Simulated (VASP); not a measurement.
A convergence study with VASP on ZrO2 (space group no. 225 when undisturbed): one setting is varied, all else stays as given below, so the limit is that of these other settings. One atom is moved off its site, so that forces are finite.

```yaml
crystal:
  lattice:
    - [0.00000, 2.55773, 2.55773]
    - [2.55773, 0.00000, 2.55773]
    - [2.55773, 2.55773, 0.00000]
  atoms:
    - { symbol: Zr, position: [0.00977, 0.00977, 0.99023] }
    - { symbol: O, position: [0.25000, 0.25000, 0.25000] }
    - { symbol: O, position: [0.75000, 0.75000, 0.75000] }
```

Calculation: PBE GGA, VASP's PBE PAW potentials (set 64) (plane waves; VASP 6.6.1). The tightest run used: 400 eV cut-off, 14×14×14 Γ-centred mesh, Fermi-Dirac smearing of 0.010 eV, potentials Zr_sv O.

Gaps are read on the run's mesh, which can miss a band edge.

```
setting     E (eV/atom)  pressure (GPa)  largest force (eV/Å)  gap on the mesh (eV)  irreducible k-points
----------  -----------  --------------  --------------------  --------------------  --------------------
2×2×2 mesh      -9.3585           -1.17                 0.132                 3.030                     4
3×3×3 mesh      -9.5302           -5.54                 0.194                 3.854                     6
4×4×4 mesh      -9.5333           -5.32                 0.215                 3.305                    13
```

Q: These are the cheaper rows. Estimate the results at 14×14×14 mesh, and how far the last row shown lies from them.

A: 
| quantity | tightest run | last row shown is off by |
|---|---|---|
| E (eV/atom) | -9.5329 | -0.0004 |
| pressure (GPa) | -5.38 | 0.06 |
| largest force (eV/Å) | 0.217 | -0.001 |
| gap on the mesh (eV) | 3.305 | 0.000 |

Left out are rungs that failed or repeat a setting and relaxations that didn't move; long series are thinned to 24 rows.

The structure is a typed ZrO2 crystal (space group no. 225). The cell was not relaxed at this level, it is distorted from the ideal structure.
